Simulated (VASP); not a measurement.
Here is the system:

```
Ag
1.0
    0.00000     2.04500     2.04500
    2.04500     0.00000     2.04500
    2.04500     2.04500     0.00000
Ag
1
Direct
  0.00000   0.00000   0.00000
```

Level of theory: PBE GGA, VASP's PBE PAW potentials (set 64) (plane waves; VASP). Numerical set-up: 400 eV cut-off, 14×14×14 Γ-centred mesh, first-order Methfessel-Paxton smearing of 0.10 eV, potentials Ag.

Q: Give the stress tensor in GPa (positive for a compressed cell).

A: 
```
3.74  0.00  0.00
0.00  3.74  0.00
0.00  0.00  3.74
```
The pressure is its mean diagonal, 3.74 GPa.

The compound is Ag in the fcc structure. The cell was not relaxed at this level.
